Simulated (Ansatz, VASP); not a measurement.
# Cross-check of InP between VASP and Ansatz

Wanted: the spread between two codes on one cell, functional and k mesh. The cell is taken from a series of runs on this material, whose earlier steps may have relaxed, scaled, displaced or heated it; both programs get it as it stands.

Calculated with Ansatz 0.2.0; plane waves, with VASP 6.6.1 beside it; zone-centre phonons at LDA.

## (1) The starting structure

The structure is cubic, space group F-43m (No. 216). Conventional cell: a = 5.827 Å, b = 5.827 Å, c = 5.827 Å, α = 90.00°, β = 90.00°, γ = 90.00°. Nearest to P lie 4 In at 2.52 Å. Nearest to In lie 4 P at 2.52 Å. Farther neighbours are not listed.

## (2) VASP: zone-centre phonons, LDA

Second derivatives magnify differences that forces hide, and they need a tight electronic threshold.

Lines of VASP's logs that name or quote its potential files are left out, and so is its time.

Contents of INCAR:

```
SYSTEM = InP
PREC = Accurate
ENCUT = 500
EDIFF = 1E-08
NELM = 120
ISMEAR = -1
SIGMA = 0.03
LREAL = .FALSE.
ALGO = Normal
GGA = CA
NBANDS = 15
LORBIT = 11
LWAVE = .FALSE.
LCHARG = .FALSE.
ISIF = 2
IBRION = 8
LASPH = .TRUE.
GGA_COMPAT = .FALSE.
EFERMI = MIDGAP
KPAR = 2
```

Contents of POSCAR:

```
InP
1.0
    0.0000000000      2.9134905970      2.9134905970
    2.9134905970      0.0000000000      2.9134905970
    2.9134905970      2.9134905970      0.0000000000
P In
1 1
Direct
    0.7500000000      0.7500000000      0.7500000000
    0.0000000000      0.0000000000      0.0000000000
```

Contents of KPOINTS:

```
Automatic mesh
0
Gamma
30 30 30
0 0 0
```

PAW data sets: P and In_d (LDA family, release 64).

The run is started by

```
mpirun -np 2 vasp_std
```

Numbers of over 12 decimals in the logs are rounded to 6 here.

Output:

```text
[banner, memory and clock lines left out]
running    2 mpi-ranks, on    1 nodes
 distrk:  each k-point on    1 cores,    2 groups
 distr:  one band on    1 cores,    1 groups

 POSCAR found type information on POSCAR P In
 POSCAR found :  2 types and       2 ions
 LDA part: xc-table for (Slater(with rela. corr.)+CA(PZ))
 , standard interpolation
 POSCAR, INCAR and KPOINTS ok, starting setup
 FFT: planning ... GRIDC
 FFT: planning ... GRID_SOFT
 FFT: planning ... GRID
 WAVECAR not read
 entering main loop
       N       E                     dE             d eps       ncg     rms          rms(c)
DAV:   1     0.111177996993E+03    0.11118E+03   -0.83358E+03 22724   0.131E+03
DAV:   2    -0.238562242786E+01   -0.11356E+03   -0.10905E+03 24555   0.307E+02
DAV:   3    -0.990668818308E+01   -0.75211E+01   -0.74770E+01 29259   0.798E+01
DAV:   4    -0.101080292518E+02   -0.20134E+00   -0.20126E+00 28497   0.141E+01
DAV:   5    -0.101177686903E+02   -0.97394E-02   -0.97392E-02 34104   0.270E+00    0.598E+00
DAV:   6    -0.972317339082E+01    0.39460E+00   -0.61183E-01 36240   0.137E+01    0.357E+00
DAV:   7    -0.968021408012E+01    0.42959E-01   -0.15273E-01 32041   0.333E+00    0.119E+00
DAV:   8    -0.967499414109E+01    0.52199E-02   -0.13937E-02 30326   0.145E+00    0.402E-01
DAV:   9    -0.967474867749E+01    0.24546E-03   -0.11409E-03 31001   0.408E-01    0.182E-01
DAV:  10    -0.967477902515E+01   -0.30348E-04   -0.15452E-04 35808   0.147E-01    0.113E-01
DAV:  11    -0.967478262631E+01   -0.36012E-05   -0.27901E-05 35436   0.835E-02    0.650E-02
DAV:  12    -0.967478035322E+01    0.22731E-05   -0.50651E-06 29630   0.222E-02    0.125E-02
DAV:  13    -0.967478032448E+01    0.28738E-07   -0.38316E-07 28300   0.355E-03    0.105E-02
DAV:  14    -0.967478029831E+01    0.26176E-07   -0.40283E-08 29588   0.311E-03    0.304E-03
DAV:  15    -0.967478028901E+01    0.92946E-08   -0.31950E-08 27271   0.171E-03
   1 F= -.96747803E+01 E0= -.96747803E+01  d E =-.131848E-07
 Linear response reoptimize wavefunctions to high precision
DAV:   1    -0.967478028912E+01   -0.10800E-09   -0.15164E-09 25448   0.248E-04
DAV:   2    -0.967478028911E+01    0.10914E-10   -0.43767E-11 16824   0.616E-05
 Linear response DOF=           2
 Linear response progress:
  Degree of freedom:   1/  2
       N       E                     dE             d eps       ncg     rms          rms(c)
RMM:   1    -0.504297249479E-01   -0.50430E-01    0.32858E-02238572   0.184E+00
RMM:   2    -0.482583421576E-01    0.21714E-02   -0.38159E-04181962   0.660E-01    0.153E-01
RMM:   3    -0.488338297322E-01   -0.57549E-03   -0.15602E-03207905   0.279E-01    0.587E-02
RMM:   4    -0.490814737349E-01   -0.24764E-03   -0.19087E-04211072   0.105E-01    0.179E-02
RMM:   5    -0.491126142801E-01   -0.31141E-04   -0.19711E-05222034   0.331E-02    0.108E-02
RMM:   6    -0.491035880967E-01    0.90262E-05   -0.40659E-06217703   0.113E-02    0.399E-03
RMM:   7    -0.491034253956E-01    0.16270E-06   -0.35489E-07218555   0.406E-03    0.175E-03
RMM:   8    -0.491061087225E-01   -0.26833E-05   -0.80293E-08220572   0.155E-03    0.426E-04
RMM:   9    -0.491062384412E-01   -0.12972E-06    0.54931E-07242546   0.522E-04    0.228E-04
RMM:  10    -0.491062720299E-01   -0.33589E-07    0.19836E-07225824   0.216E-04    0.697E-05
RMM:  11    -0.491063675091E-01   -0.95479E-07   -0.22577E-08234553   0.928E-05    0.448E-05
RMM:  12    -0.491063671316E-01    0.37750E-09    0.16131E-08233367   0.384E-05    0.488E-05
 first order change of Fermi-energy   0.33999E-04
 force on displaced ion       1 direction 1 :  -8.232  -0.000  -0.000
 Linear response progress:
  Degree of freedom:   2/  2
       N       E                     dE             d eps       ncg     rms          rms(c)
RMM:   1    -0.234527724936E+00   -0.23453E+00   -0.66388E-02151028   0.507E+00
RMM:   2    -0.237118885021E+00   -0.25912E-02   -0.14965E-02190764   0.110E+00    0.925E-02
RMM:   3    -0.237102005552E+00    0.16879E-04   -0.17382E-03210020   0.340E-01    0.482E-02
RMM:   4    -0.236917915670E+00    0.18409E-03   -0.17640E-04213531   0.117E-01    0.234E-02
RMM:   5    -0.236885980004E+00    0.31936E-04   -0.26978E-05220580   0.424E-02    0.819E-03
RMM:   6    -0.236893055082E+00   -0.70751E-05   -0.98342E-06224400   0.149E-02    0.236E-03
RMM:   7    -0.236904877481E+00   -0.11822E-04   -0.69226E-06224742   0.453E-03    0.781E-04
RMM:   8    -0.236902247746E+00    0.26297E-05   -0.22492E-06222508   0.194E-03    0.377E-04
RMM:   9    -0.236900779785E+00    0.14680E-05   -0.12026E-06226003   0.893E-04    0.124E-04
RMM:  10    -0.236901176144E+00   -0.39636E-06   -0.23912E-07221369   0.423E-04    0.103E-04
RMM:  11    -0.236901141943E+00    0.34201E-07   -0.12569E-07237542   0.216E-04    0.816E-05
RMM:  12    -0.236901160377E+00   -0.18434E-07   -0.32906E-08233924   0.125E-04    0.893E-05
RMM:  13    -0.236901091152E+00    0.69224E-07   -0.37910E-10218533   0.825E-05    0.269E-05
RMM:  14    -0.236901212477E+00   -0.12133E-06    0.19751E-08213898   0.631E-05    0.107E-05
RMM:  15    -0.236901218319E+00   -0.58422E-08    0.18059E-08234901   0.440E-05    0.142E-05
 first order change of Fermi-energy   0.35943E-05
 force on displaced ion       2 direction 1 :  -8.264   0.000   0.000
 Linear response finished
```

From OUTCAR (step 2):

```text
ion  position               nearest neighbor table
   1  0.750  0.750  0.750-   2 2.52   2 2.52   2 2.52   2 2.52
   2  0.000  0.000  0.000-   1 2.52   1 2.52   1 2.52   1 2.52

  LATTYP: Found a face centered cubic cell.
 ALAT       =     5.8269811940

 Subroutine GETGRP returns: Found 24 space group operations
 (whereof 24 operations were pure point group operations)

The static configuration has the point symmetry T_d .

 Found    752 irreducible k-points:

   k-points           NKPTS =    752   k-points in BZ     NKDIM =    752   number of bands    NBANDS=     15

   dimension x,y,z NGX =    30 NGY =   30 NGZ =   30
   dimension x,y,z NGXF=    60 NGYF=   60 NGZF=   60

   ENCUT  =  500.0 eV  36.75 Ry    6.06 a.u.   7.51  7.51  7.51*2*pi/ulx,y,z

   NELECT =      18.0000    total number of electrons

 k-points in reciprocal lattice and weights: Automatic mesh
   0.00000000  0.00000000  0.00000000       0.000
   0.03333333  0.00000000  0.00000000       0.000
   0.06666667  0.00000000  0.00000000       0.000
   0.10000000  0.00000000  0.00000000       0.000
   0.13333333  0.00000000  0.00000000       0.000
   0.16666667  0.00000000  0.00000000       0.000
   0.20000000  0.00000000  0.00000000       0.000
   0.23333333  0.00000000  0.00000000       0.000
   0.26666667  0.00000000  0.00000000       0.000
[...]
-0.26666667  0.46666667  0.23333333       0.001
  -0.26666667  0.50000000  0.23333333       0.000

 average (electrostatic) potential at core
       1 -83.8355       2 -95.0624

  Total        0.0111995      0.0111995      0.0111995      0.0000000      0.0000000      0.0000000
  in kB        0.3627768      0.3627768      0.3627768      0.0000000      0.0000000      0.0000000
  external PRESSURE =       0.3627768 kB  Pullay stress =       0.0000000 kB

  energy-cutoff  :      500.00
  volume of cell :       49.46
      direct lattice vectors                 reciprocal lattice vectors
     0.000000000  2.913490597  2.913490597    -0.171615450  0.171615450  0.171615450
     2.913490597  0.000000000  2.913490597     0.171615450 -0.171615450  0.171615450
     2.913490597  2.913490597  0.000000000     0.171615450  0.171615450 -0.171615450

 POSITION                                       TOTAL-FORCE (eV/Angst)
 -----------------------------------------------------------------------------------
      4.37024      4.37024      4.37024         0.000000     -0.000000     -0.000000
      0.00000      0.00000      0.00000        -0.000000      0.000000      0.000000
 -----------------------------------------------------------------------------------
    total drift:                                0.000000      0.000000      0.000000

 Eigenvectors and eigenvalues of the dynamical matrix
 ----------------------------------------------------

   1 f  =    9.085263 THz    57.084390 2PiTHz  303.051747 cm-1    37.573611 meV
             X         Y         Z           dx          dy          dz
      4.370236  4.370236  4.370236    -0.887071    0.000000    0.000000
      0.000000  0.000000  0.000000     0.461633    0.000000    0.000000

   2 f  =    9.085263 THz    57.084390 2PiTHz  303.051747 cm-1    37.573611 meV
             X         Y         Z           dx          dy          dz
      4.370236  4.370236  4.370236     0.000000   -0.887071    0.000000
      0.000000  0.000000  0.000000     0.000000    0.461633    0.000000

   3 f  =    9.085263 THz    57.084390 2PiTHz  303.051747 cm-1    37.573611 meV
             X         Y         Z           dx          dy          dz
      4.370236  4.370236  4.370236     0.000000    0.000000    0.887071
      0.000000  0.000000  0.000000     0.000000    0.000000   -0.461633

   4 f/i=    0.007270 THz     0.045679 2PiTHz    0.242502 cm-1     0.030066 meV
             X         Y         Z           dx          dy          dz
      4.370236  4.370236  4.370236     0.000000    0.461633    0.000000
      0.000000  0.000000  0.000000     0.000000    0.887071    0.000000

   5 f/i=    0.007270 THz     0.045679 2PiTHz    0.242502 cm-1     0.030066 meV
             X         Y         Z           dx          dy          dz
      4.370236  4.370236  4.370236    -0.461633    0.000000    0.000000
      0.000000  0.000000  0.000000    -0.887071    0.000000    0.000000

   6 f/i=    0.007270 THz     0.045679 2PiTHz    0.242502 cm-1     0.030066 meV
             X         Y         Z           dx          dy          dz
      4.370236  4.370236  4.370236     0.000000    0.000000   -0.461633
      0.000000  0.000000  0.000000     0.000000    0.000000   -0.887071

 ELASTIC MODULI CONTR FROM IONIC RELAXATION (kBar)
 Direction    XX          YY          ZZ          XY          YZ          ZX
 --------------------------------------------------------------------------------
 XX          -0.0000      0.0000      0.0000      0.0000     -0.0000      0.0000
 YY           0.0000     -0.0000      0.0000      0.0000      0.0000      0.0000
 ZZ           0.0000      0.0000     -0.0000     -0.0000     -0.0000     -0.0000
 XY           0.0000      0.0000     -0.0000   -251.4544      0.0000      0.0000
 YZ          -0.0000      0.0000     -0.0000      0.0000   -251.4544      0.0000
 ZX           0.0000      0.0000     -0.0000      0.0000      0.0000   -251.4544
 --------------------------------------------------------------------------------
```

## (3) Ansatz: zone-centre phonons, LDA

Ansatz runs on its PAW soft_1 files.

The same cell, functional (in two slightly different forms), mesh and smearing now go to Ansatz, which takes its cutoff from its data sets.

Contents of input.yaml:

```yaml
crystal:
  lattice:
    - [0.0, 2.913490597, 2.913490597]
    - [2.913490597, 0.0, 2.913490597]
    - [2.913490597, 2.913490597, 0.0]
  atoms:
    - { symbol: P, position: [0.75, 0.75, 0.75] }
    - { symbol: In, position: [0.0, 0.0, 0.0] }
kpoints:
  mp_grid: { grid: [30, 30, 30] }
hamiltonian:
  xc: lda
  pseudopotentials: { kind: paw, azcp: { folder: soft_1 }, xc_functional: pbe }
scf:
  occupations: { method: fermi_dirac, width: 0.03 }
output:
  eigenvalues: true
phonons:
  method: dfpt
```

The run is started by

```
ansatz run input.yaml --threads 8 --pin off --max-ram 16384MiB --backend cpu --events-out ev --progress --plain --runs-dir out
```

Output:

```text
zone centre: on kpoints.mp_grid the ground state, and the responses unless they are solved on pairs of k-points, stand on 1992 of the mesh's 27000 k-points, reduced under 8 symmetry operations, with k and −k counted as one. Each operation leaves every solved displacement unchanged or reverses it
Engine: ansatz 0.2.0, aarch64-unknown-linux-gnu
Pseudopotentials: kind: paw
Pseudopotential: P, paw, valence charge 5, recommended cutoff 420 eV (normal), soft_1/P.paw.azcp
Pseudopotential: In, paw, valence charge 13, recommended cutoff 420 eV (normal), soft_1/In.paw.azcp
Functional definition: SPW92
  exchange = slater_x
  correlation = pw_c
Crystal: 2 atoms, lattice volume = 49.462 Å³
Basis set: ecut = 420 eV, 941 PW (Γ), exchange–correlation on 60×60×60 points (8 copies of the dense FFT grid, shifted against one another)
Bands: 13, of which v1, the nominal top of the filled ones, is band 9 counted from 1 (8 counted from 0)
Symmetry: 24 space group operations
k-points: 1992 of 27000 (irreducible under 8 space group operations, time reversal used)
Non-local potential: P, projectors of the file, l = 0: 2, l = 1: 2, l = 2: 1
Non-local potential: In, projectors of the file, l = 0: 2, l = 1: 2, l = 2: 2, l = 3: 1
PAW form: soft (Blöchl's): semilocal exchange-correlation on the pseudo side does not see the compensation charge
PAW frozen core: P, regenerated for the run's functional, and the local potential with it (the file was generated under x = pbe(κ = 0.804, μ = 0.219515), c = pbe(β = 0.066725))
PAW frozen core: In, regenerated for the run's functional, and the local potential with it (the file was generated under x = pbe(κ = 0.804, μ = 0.219515), c = pbe(β = 0.066725))
PAW one-centre angular grid: P, 110 points (default); XC on 64 Gauss nodes
PAW one-centre angular grid: In, 590 points (default); XC on 64 Gauss nodes
Initial density: superposition of atomic densities (chi_scale 0.1, normalization cell, long waves kept (reshape's long-wave potential 0.00 eV rms))
Initial wavefunctions: pseudopotential atomic-orbital guess
Functional: x = slater, c = lda
SCF iter   1: F=—  HF=-6183.863292 eV  |F-HF|=—  |Δ(HF+E_count)|=         —  Δρ=3.29e-2  dr2=7.92e-1  ethr=3.10e-3  ⟨swp⟩=6.4  Hψ=179190  notcnv=0
preconditioner: auto → none  [insulator: Δε(μ)=0.904 eV  Ē_g=14.446 eV  σ=0.030 eV  W_gap=1.00  n_scr=14 (ndim 8)  ℏωp=22.4 eV  f_vac=0.000  D(μ)=0.00/eV (n_scr^D=0)  ε∞_Penn≈3.4]
SCF iter   2: F=—  HF=-6183.627594 eV  |F-HF|=—  |Δ(HF+E_count)|=   2.36e-1  Δρ=1.53e-2  dr2=9.09e-2  ethr=3.10e-3  ⟨swp⟩=3.6  Hψ=67194  notcnv=0
SCF iter   3: F=—  HF=-6183.607490 eV  |F-HF|=—  |Δ(HF+E_count)|=   2.01e-2  Δρ=5.82e-3  dr2=1.22e-2  ethr=5.05e-4  ⟨swp⟩=2.5  Hψ=43818  notcnv=0
SCF iter   4: F=—  HF=-6183.604925 eV  |F-HF|=—  |Δ(HF+E_count)|=   2.56e-3  Δρ=7.15e-4  dr2=1.20e-4  ethr=6.75e-5  ⟨swp⟩=2.9  Hψ=51097  notcnv=0
SCF iter   5: F=—  HF=-6183.604898 eV  |F-HF|=—  |Δ(HF+E_count)|=   2.78e-5  Δρ=1.38e-4  dr2=5.53e-6  ethr=6.66e-7  ⟨swp⟩=2.0  Hψ=43795  notcnv=0
SCF iter   6: F=—  HF=-6183.604896 eV  |F-HF|=—  |Δ(HF+E_count)|=   1.89e-6  Δρ=1.81e-5  dr2=1.33e-7  ethr=3.07e-8  ⟨swp⟩=3.0  Hψ=47230  notcnv=0
SCF iter   7: F=—  HF=-6183.604896 eV  |F-HF|=—  |Δ(HF+E_count)|=   1.30e-7  Δρ=1.56e-6  dr2=1.89e-9  ethr=7.38e-10  ⟨swp⟩=2.3  Hψ=35615  notcnv=0
SCF iter   8: F=-6183.604896 eV  HF=-6183.604896 eV  |F-HF|=1.82e-12  |Δ(HF+E_count)|=  5.52e-10  Δρ=1.20e-7  dr2=9.12e-12  ethr=1.00e-12  ⟨swp⟩=7.1  Hψ=182218  notcnv=0
SCF 1 converged in 8 iterations: F = -6183.604896 eV  dr2 = 9.12e-12
  greatest PAW one-centre occupation: 0.982 electrons in one spin orbital (limit 2), on the In atom at site 1 (counted from 0), in its partial waves of l = 2
DFPT response loops at Γ: preconditioner auto → Kerker (q_TF=auto, 2.305 Å⁻¹) (partly filled bands, converged f_vac=0.007); β = 1.00, the filter's whole step (`scf.mixing.beta` (0.50) is not read by the response loops under this deck's `scf.mixing.preconditioner`; to damp them name `kerker` or `kerker_dos`, under which they read `scf.mixing.beta`, and type it under 1.00, their step now; both keys bind the ground state too); Broyden in place of MSR1
SCF converged after 8 iterations
Free energy (F): -6183.604896 eV
Harris-Foulkes:  -6183.604896 eV  (|F-HF|=1.82e-12)
Internal energy: -6183.604896 eV  (E = F + TS)
E sigma→0 (E₀):  -6183.604896 eV
Entropy (-TS):   -0.000000 eV (-0.000 meV/atom)
Fermi energy:    7.339778 eV
--- Per-component energies (eV) ---
  E_band       = -53.157592
  E_kinetic    = 289.146007
  E_local      = -1325.195282  (includes V_loc(G=0)·N_el)
  E_nonlocal   = 363.948384
  E_hartree    = 529.288011
  E_xc         = -214.138175
  E_vxc        = -151.773597  (∫ρ·V_xc dr)
  E_paw        = -4599.220844  (= ΣΔE_a)
  E_vpaw       = -287.859243  (= ΣTr[D̂ρ^β])
  E_aug_tail   = 0.000084  (compensation charges beyond the density's cutoff)
  E_ewald      = -1227.834968
  E_core_change = 0.401886  (= ΣΔE_core)
  E_smearing   = -0.000000  (= −TS)
  E_closure    = 0.000000  (closes the sum)
  Σ components = -6183.604896   (vs F -6183.604896, Δ=0.00e0)
--- Band table (eV; the first three rows and the last of 1992) ---
  k-point 0: bands = [... 5 lower, -4.6804, 6.9982, 6.9982, 6.9982, 7.5732, 10.9565, 10.9565, 10.9565]
  k-point 1: bands = [... 5 lower, -4.6670, 6.7346, 6.9824, 6.9824, 7.7949, 10.9568, 10.9799, 10.9799]
  k-point 2: bands = [... 5 lower, -4.6271, 6.2777, 6.9370, 6.9370, 8.1224, 10.9698, 11.0474, 11.0474]
  k-point 1991: bands = [... 5 lower, -2.0911, 1.1972, 3.9269, 3.9503, 11.0999, 11.2829, 12.5339, 13.0973]
--- Phonons (Γ-DFPT): 2 representative perturbations + reference, on 1992 of 27000 k-points (Σ response iterations 6) ---
  k mesh reduced under 8 symmetry operations, with k and −k counted as one. Each operation leaves every solved displacement unchanged or reverses it
  ASR residual: 9.996e-5 → 0.000e0 eV/Å²; symmetrization residual: 3.482e-6 eV/Å²
  ASR residual per site (eV/Å²): 1.00e-4 3.20e-5
  Γ frequencies (cm⁻¹): 0.00 0.00 0.00 303.62 303.62 303.62
  non-analytic LO–TO correction: not included (Born effective charges unavailable; polar crystals: no LO–TO splitting at Γ)
```

## (4) Differences

Known differences besides the potentials themselves: the two LDA forms differ slightly; the cutoff is 420 eV in Ansatz and 500 eV in VASP; VASP's log shows a relativistic correction to its local exchange, Ansatz's none. Total energies have different zeros and are not compared.

The two programs side by side:

| quantity | Ansatz | VASP | difference |
| --- | --- | --- | --- |
| optical mode 1 to 3 (cm⁻¹) | 303.6 | 303.1 | +0.19 % |

Modes are paired by rising frequency, not by their patterns, so a pair may set unlike modes beside each other; they are those without the splitting of longitudinal modes.

## (5) Results

| Item | Value |
| --- | --- |
| r.m.s. difference of the optical zone-centre modes, each program's sorted by frequency (zone-centre phonons, LDA) | 0.57 cm⁻¹ |

What this shows: The r.m.s. difference of the optical zone-centre modes, each program's sorted by frequency is 0.57 cm⁻¹ (zone-centre phonons, LDA). How closely two codes agree says nothing of how well the functional describes the real material.

[Lines on the potential files, build, host, timing and source positions are cut from VASP's logs without a mark.]

[Logs are printed without paths, hosts, clocks, repeated set-up lines and the standing remarks that a program may print on its own settings, such as how far it seeks lower states.]

[Hosts, paths, dates, database ids (printed as entryN), source tags and the programs' standing remarks are cut or masked in the printed files.]
